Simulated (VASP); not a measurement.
Method: PBEsol GGA, VASP's PBE PAW potentials (set 64) (plane waves; VASP 6.6.1).

The input files of a VASP run:

### POSCAR
```
Pt(111) slab
2.7685590
  1.0000000133   0.0000000000   0.0000000000
 -0.4999998263   0.8660253036   0.0000000000
  0.0000000000   0.0000000000   8.6775165401
Pt
4
Cartesian
  0.0000000000   0.0000000000   3.1174393311
  0.5000005668   0.2886748125   3.9346349911
 -0.0000003797   0.5773504910   4.7428815490
  0.0000000000   0.0000000000   5.5600772090
```

**KPOINTS**
```
K-points
0
G
  11 11 1
```

### INCAR
```
ALGO  =  Normal
DIPOL  =  0.5 0.5 0.5
EDIFF  =  1E-6
ENCUT  =  400
GGA  =  PS
IDIPOL  =  3
ISMEAR  =  1
LASPH  =  .TRUE.
LCHARG  =  .FALSE.
LDIPOL  =  .TRUE.
LMAXMIX  =  6
LORBIT  =  11
LREAL  =  .FALSE.
LVHAR  =  .TRUE.
LWAVE  =  .FALSE.
NELM  =  100
NELMIN  =  4
PREC  =  Normal
SIGMA  =  0.1
SYSTEM  =  Pt(111) slab
```

POTCAR, in this order: Pt (PBE.64 set). Program: vasp_std. Read from the step before: WAVECAR.

The resulting files:

OUTCAR:
```
 ion  position               nearest neighbor table
   1  0.000  0.000  0.359-   2 2.77   2 2.77   2 2.77
   2  0.667  0.333  0.453-   3 2.75   3 2.75   3 2.75   1 2.77   1 2.77   1 2.77
   3  0.333  0.667  0.547-   2 2.75   2 2.75   2 2.75   4 2.77   4 2.77   4 2.77
   4  0.000  0.000  0.641-   3 2.77   3 2.77   3 2.77
  LATTYP: Found a hexagonal cell.
 ALAT       =     2.7685590368
 C/A-ratio  =     8.6775164248
 Subroutine PRICEL returns:
 Original cell was already a primitive cell.
 Subroutine GETGRP returns: Found 12 space group operations
The static configuration has the point symmetry D_3d.
The dynamic configuration has the point symmetry D_3d.
 Subroutine INISYM returns: Found 12 space group operations
 Subroutine IBZKPT returns following result:
 Found     16 irreducible k-points:

 Following reciprocal coordinates:
            Coordinates               Weight
  0.000000  0.000000  0.000000      1.000000
  0.090909 -0.000000  0.000000      6.000000
  0.181818 -0.000000  0.000000      6.000000
  0.272727 -0.000000  0.000000      6.000000
  0.363636  0.000000  0.000000      6.000000
  0.454545 -0.000000  0.000000      6.000000
...
```

OSZICAR:
```
       N       E                     dE             d eps       ncg     rms          rms(c)
DAV:   1    -0.263340214159E+02   -0.26334E+02   -0.94937E-04   832   0.200E-01    0.147E-01
DAV:   2    -0.263373118685E+02   -0.32905E-02   -0.21776E-02   840   0.102E+00    0.692E-01
DAV:   3    -0.263337811595E+02    0.35307E-02   -0.13876E-02   880   0.802E-01    0.263E-02
DAV:   4    -0.263338139734E+02   -0.32814E-04   -0.16892E-04   880   0.844E-02    0.605E-03
DAV:   5    -0.263338166797E+02   -0.27063E-05   -0.38630E-06   776   0.143E-02    0.418E-03
DAV:   6    -0.263338169242E+02   -0.24444E-06   -0.28113E-07   440   0.369E-03
   1 F= -.26333817E+02 E0= -.26330826E+02  d E =-.897233E-02
```

File OUTCAR:
```
------------------------ aborting loop because EDIFF is reached ----------------------------------------
  FORCE on cell =-STRESS in cart. coord.  units (eV):
  Direction    XX          YY          ZZ          XY          YZ          ZX
  --------------------------------------------------------------------------------------
  Total       -4.3862957     -4.3862946     -0.1329793     -0.0000009      0.0000000      0.0000000
  in kB      -44.0677727    -44.0677613     -1.3360028     -0.0000092      0.0000000      0.0000000
  external PRESSURE =     -29.8238456 kB  Pullay stress =       0.0000000 kB
  volume of cell :      159.47
      direct lattice vectors                 reciprocal lattice vectors
     2.768559037  0.000000000  0.000000000     0.361198727  0.208538134  0.000000000
    -1.384279019  2.397642148  0.000000000     0.000000000  0.417076418  0.000000000
     0.000000000  0.000000000 24.024216515     0.000000000  0.000000000  0.041624666
 POSITION                                       TOTAL-FORCE (eV/Angst)
 -----------------------------------------------------------------------------------
      0.00000      0.00000      8.63081         0.000000     -0.000000      0.013270
      1.38428      0.79921     10.89327         0.000000      0.000000     -0.001767
     -0.00000      1.59843     13.13095        -0.000000      0.000000      0.001767
      0.00000      0.00000     15.39340         0.000000      0.000000     -0.013270
 -----------------------------------------------------------------------------------
    total drift:                                0.000000     -0.000000      0.000000
  FREE ENERGIE OF THE ION-ELECTRON SYSTEM (eV)
  ---------------------------------------------------
  free  energy   TOTEN  =       -26.3338169242 eV

  energy  without entropy=      -26.3248445896  energy(sigma->0) =      -26.33082615

 total charge

# of ion       s       p       d       tot
------------------------------------------
    1        0.638   0.482   7.998   9.118
    2        0.634   0.619   8.028   9.281
    3        0.634   0.619   8.028   9.281
    4        0.638   0.482   7.998   9.118
--------------------------------------------------
tot          2.543   2.202  32.053  36.798
```
(Selected blocks of OUTCAR.)

The cell is a thin slab with vacuum, built from Pt (fcc): (111) face. VASP warned that the highest band is occupied, so more bands are needed.
